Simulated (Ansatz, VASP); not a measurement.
Two plane-wave programs on GeW

```
CELL_PARAMETERS angstrom
0.00000 2.56031 2.56031
2.56031 0.00000 2.56031
2.56031 2.56031 0.00000
ATOMIC_POSITIONS crystal
Ge 0.50000 0.50000 0.50000
W 0.00000 0.00000 0.00000
```

The cell was built by a generator and needn't be a form met in nature.

Alike in both runs: task single point; functional PBE; k mesh 9 × 9 × 9; occupations fermi-dirac, width 0.05 eV; no spin polarisation.

|  | VASP | Ansatz |
| --- | --- | --- |
| version | VASP 6.6.1 | Ansatz 0.2.0 |
| potentials or method | VASP PAW PBE potentials, release 64 (Ge_d, W_sv) | Ansatz PAW |
| plane-wave cutoff (eV) | 520 | 420 |
| valence electrons in the cell | 28 | 28 |

|  | VASP | Ansatz | Ansatz less VASP |
| --- | --- | --- | --- |
| gap on the k mesh at the Fermi level (eV) | none | none | - |
| pressure (GPa) | 4.1 | 3.8 | -0.27 |

A gap of «none» marks a metal or a gap that the smearing closes.

The runs have no spin-orbit coupling, so splittings on W are missing.
